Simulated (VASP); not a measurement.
An input for Quantum ESPRESSO's pw.x (written as the equivalent of a VASP run, and not itself run):

```
&CONTROL
  calculation = 'scf'
  pseudo_dir = './pseudo'
  outdir = './out'
  tprnfor = .true.
  tstress = .true.
/
&SYSTEM
  ibrav = 0
  nat = 2
  ntyp = 2
  ecutwfc = 88
  occupations = 'smearing'
  smearing = 'gaussian'
  degauss = 0.003675
  input_dft = 'pbe'
/
&ELECTRONS
  conv_thr = 7.3e-08
  electron_maxstep = 100
/
ATOMIC_SPECIES
  Be 9.012 Be.upf
  S 32.060 S.upf
CELL_PARAMETERS angstrom
     0.0000000    2.4293250    2.3733170
     2.3811100    0.0000000    2.3733170
     2.3811100    2.4293250    0.0000000
ATOMIC_POSITIONS crystal
  Be   0.0000000  0.0000000  0.0000000
  S    0.2320720  0.2679280  0.2679280
K_POINTS automatic
  9 9 9 0 0 0
```

**Question.** Write the VASP files for the same calculation (PBE).

**Answer.** One answer among several that fit: 
File POSCAR:
```
BeS
1
    0.0000000000     2.4293250000     2.3733170000
    2.3811100000     0.0000000000     2.3733170000
    2.3811100000     2.4293250000     0.0000000000
Be S
1 1
Direct
  0.0000000000   0.0000000000   0.0000000000
  0.2320720000   0.2679280000   0.2679280000
```

File KPOINTS:
```
Automatic mesh
0
Gamma
 9 9 9
0 0 0
```

**INCAR**
```
# general
SYSTEM = BeS
PREC   = Accurate
ENCUT  = 400
LREAL  = .FALSE.
LASPH  = .TRUE.
NBANDS = 5

# electronic loop
EDIFF  = 1E-6
NELM   = 100
ALGO   = Normal

# smearing
ISMEAR = 0
SIGMA  = 0.05

# functional
GGA    = PE

# ions
ISIF   = 2

# output
LWAVE  = .FALSE.
LCHARG = .FALSE.
```

POTCAR, in this order: Be S (PBE.64 set). Program: vasp_std.

What does not carry over: the potentials are each code's own (VASP's PAW set, PseudoDojo norm-conserving files in pw.x), so ENCUT and ecutwfc are chosen apart and not converted; conv_thr bounds pw.x's estimated SCF error, while EDIFF bounds the energy change between steps; the number of bands isn't carried over, since the valence differs with the files.

The compound is BeS in the zinc blende structure. The cell was not relaxed at this level, atoms are displaced from their ideal sites. The run is one of a series of settings (NBANDS = 5 against the base run), some of them coarse on purpose.
